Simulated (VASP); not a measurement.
Output of a VASP run:

**OSZICAR**
```
       N       E                     dE             d eps       ncg     rms          rms(c)
DAV:   1     0.120342145456E+03    0.12034E+03   -0.10306E+04  1616   0.890E+02
DAV:   2    -0.159991629154E+02   -0.13634E+03   -0.12809E+03  1868   0.208E+02
DAV:   3    -0.218501420145E+02   -0.58510E+01   -0.55954E+01  1784   0.422E+01
DAV:   4    -0.219549593351E+02   -0.10482E+00   -0.10449E+00  1728   0.618E+00
DAV:   5    -0.219574690073E+02   -0.25097E-02   -0.25091E-02  1772   0.887E-01    0.252E+01
DAV:   6    -0.216249705210E+02    0.33250E+00   -0.11499E+00  1660   0.903E+00    0.148E+01
DAV:   7    -0.215479443241E+02    0.77026E-01   -0.31569E-01  1592   0.456E+00    0.272E+00
DAV:   8    -0.215154597979E+02    0.32485E-01   -0.11592E-01  1616   0.319E+00    0.114E+00
DAV:   9    -0.215156893366E+02   -0.22954E-03   -0.66476E-03  1688   0.573E-01    0.420E-01
DAV:  10    -0.215155093331E+02    0.18000E-03   -0.14077E-03  1592   0.296E-01    0.882E-02
DAV:  11    -0.215154724863E+02    0.36847E-04   -0.15925E-04  1728   0.157E-01    0.434E-02
DAV:  12    -0.215154691707E+02    0.33156E-05   -0.30526E-05  1612   0.566E-02    0.184E-02
DAV:  13    -0.215154704311E+02   -0.12604E-05   -0.29605E-06  1404   0.115E-02    0.129E-02
DAV:  14    -0.215154700707E+02    0.36044E-06   -0.35982E-07   792   0.649E-03
   1 F= -.21515470E+02 E0= -.21498129E+02  d E =-.346829E-01
```

File OUTCAR:
```
------------------------ aborting loop because EDIFF is reached ----------------------------------------
  FORCE on cell =-STRESS in cart. coord.  units (eV):
  Direction    XX          YY          ZZ          XY          YZ          ZX
  --------------------------------------------------------------------------------------
  Total        6.1494112      5.6598650      6.8642095     -0.2045514     -0.1698997      0.2176129
  in kB      123.6063972    113.7662616    137.9742192     -4.1115906     -3.4150741      4.3741345
  external PRESSURE =     125.1156260 kB  Pullay stress =       0.0000000 kB
  volume of cell :       79.71
      direct lattice vectors                 reciprocal lattice vectors
     4.111000000  0.000000000  0.000000000     0.243249818  0.140440365  0.000000000
    -2.055500000  3.560230000  0.000000000     0.000000000  0.280880730  0.000000000
     0.000000000  0.000000000  5.446000000     0.000000000  0.000000000  0.183621006
 POSITION                                       TOTAL-FORCE (eV/Angst)
 -----------------------------------------------------------------------------------
     -1.98114      3.53889      5.39828        -0.457319      0.079914      1.404469
      4.10046      0.01408      2.79887        -0.293715     -0.008060     -1.677106
     -0.06055      2.39366      1.36156         0.600574     -0.225190      0.058817
      2.05223      1.17383      4.05628         0.150460      0.153336      0.213820
 -----------------------------------------------------------------------------------
    total drift:                               -0.000026      0.000049     -0.000042
  FREE ENERGIE OF THE ION-ELECTRON SYSTEM (eV)
  ---------------------------------------------------
  free  energy   TOTEN  =       -21.5154700707 eV

  energy  without entropy=      -21.4807872201  energy(sigma->0) =      -21.49812865
```
(Selected blocks of OUTCAR.)

POSCAR:
```
TePt
1
    4.1110000000     0.0000000000     0.0000000000
   -2.0555000000     3.5602300000     0.0000000000
    0.0000000000     0.0000000000     5.4460000000
Pt Te
2 2
Direct
  0.0150910000  -0.0059940000  -0.0087620000
 -0.0005860000   0.0039550000   0.5139320000
  0.3214370000   0.6723320000   0.2500110000
  0.6640580000   0.3297070000   0.7448190000
```

Question: Reconstruct the remaining input files.

Answer: This is not unique; one that fits is the input of the run itself, PBEsol GGA, plane waves, VASP's PBE PAW potentials (set 64).

INCAR:
```
EDIFF  =  1E-6   # SCF stop (eV)
LCHARG  =  .FALSE.
ISIF  =  2
SIGMA  =  0.136   # width (eV)
LMAXMIX  =  6   # l cut-off of mixed one-centre charges
ALGO  =  Normal   # blocked Davidson
LASPH  =  .TRUE.
NELM  =  100   # most electronic steps
SYSTEM  =  TePt
ENCUT  =  300   # plane-wave cut-off (eV)
GGA  =  PS   # PBEsol
PREC  =  Accurate
LREAL  =  .FALSE.   # projection in real space or not
ISMEAR  =  0   # Gaussian
LWAVE  =  .FALSE.
```

File KPOINTS:
```
Automatic mesh
0
Gamma
5 5 3
0 0 0
```

POTCAR, in this order: Pt Te (PBE.64 set). Program: vasp_std.

At this cut-off the stress carries a Pulay error, which pulls relaxed volumes low.

The structure comes from a measured TePt entry of the Crystallography Open Database, whose conditions weren't checked. The cell was not relaxed at this level, atoms are displaced from their ideal sites. The k-mesh is coarse (spacing up to 0.38 per Å, 2π included), so the numbers may not be converged in it.
